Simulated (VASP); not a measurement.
Input:

```
CELL_PARAMETERS angstrom
      0.00000     2.18970     2.18970
      2.18970     0.00000     2.18970
      2.18970     2.18970     0.00000
ATOMIC_POSITIONS crystal
  Si 0.00000 0.00000 0.00000
  C  0.25000 0.25000 0.25000
```

Level of theory: Hartree-Fock, VASP's PBE PAW potentials (set 64) (plane waves; VASP). Run with 520 eV cut-off, 8×8×8 Γ-centred mesh, Gaussian smearing of 0.050 eV, potentials Si C.

**Question.** Give the stress tensor in GPa (positive for a compressed cell).

**Answer.** 
```
-3.30   0.00   0.00
 0.00  -3.30   0.00
 0.00   0.00  -3.30
```
The pressure is its mean diagonal, -3.30 GPa.

The compound is SiC in the zinc blende structure. It was relaxed first. The cell's shape comes from a PBE relaxation.
